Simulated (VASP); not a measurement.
Wanted: the native input for a VASP 6.6.1 run.

| Property | Result |
| --- | --- |
| Task | atomic charges |
| Functional | PBE |
| Dispersion | TS |
| Potentials or basis | VASP PAW PBE potentials, release 64 (Cl, Sn_d, I, H) |
| Cutoff | 520 eV |
| k mesh | 1 × 1 × 1 |
| Occupations | gaussian, width 0.01 eV |
| Spin | no spin polarisation |
| Further INCAR settings | ALGO = Normal; EDIFF = 1e-07 |

The structure of ClSnIH2 lies in POSCAR:

```
SnH2ICl
1.0
   13.0000000000      0.0000000000      0.0000000000
    0.0000000000     12.0000000000      0.0000000000
    0.0000000000      0.0000000000     13.0000000000
Cl Sn I H
1 1 1 2
Direct
    0.3671038500      0.5631375000      0.5299500000
    0.5225038500      0.4999041700      0.4638423100
    0.6348961500      0.4257458300      0.6210269200
    0.4947730800      0.3918791700      0.3842038500
    0.5820038500      0.6116208300      0.4101653800
```

The input as run:

INCAR

```
SYSTEM = SnH2ICl
PREC     = Accurate       ! precision mode
ENCUT    = 520            ! plane-wave cutoff, eV
EDIFF    = 1E-7           ! SCF threshold, eV
ISMEAR   = 0              ! smearing method
SIGMA    = 0.01           ! smearing width, eV
LREAL    = .False.        ! projectors in reciprocal space
LASPH    = .True.         ! aspherical terms in the spheres
NELM     = 100            ! most SCF steps
ALGO     = Normal         ! electronic algorithm
ISIF     = 2              ! what is computed and relaxed
LWAVE    = .False.        ! write WAVECAR
LCHARG   = .True.         ! write CHGCAR
GGA      = PE             ! functional
IVDW     = 2              ! dispersion correction
LORBIT   = 10             ! projections on sites
LELF     = .True.         ! ELF
LVHAR    = .True.       
LVACPOTAV= .True.
```

KPOINTS

```
Automatic mesh
0
Gamma
  1 1 1
  0 0 0
```

Potentials or basis: VASP PAW PBE potentials, release 64 (Cl, Sn_d, I, H).

Command:

```console
$ cat potpaw_PBE.64/Cl/POTCAR potpaw_PBE.64/Sn_d/POTCAR potpaw_PBE.64/I/POTCAR potpaw_PBE.64/H/POTCAR > POTCAR
$ mpirun -np 1 vasp_gam > vasp.out
```

It gave:

The largest force is 0.392 eV/Å. The gap between the frontier levels is 4.08 eV. The valence electrons inside the program's atomic spheres are Cl 5.12; Sn 12.43; I 4.30; H 0.53. The hirshfeld charges are Cl -0.19; Sn +0.41; I -0.10; H -0.06 e and the dispersion energy per atom is -0.009 eV.

Caveat: spin-orbit coupling is left out, which moves the levels of the heavy elements.

Wall time 2.5 min on 1 thread of AMD EPYC 9R45 96-Core Processor (Zen 5), on a shared host, peak memory 1.5 GiB.
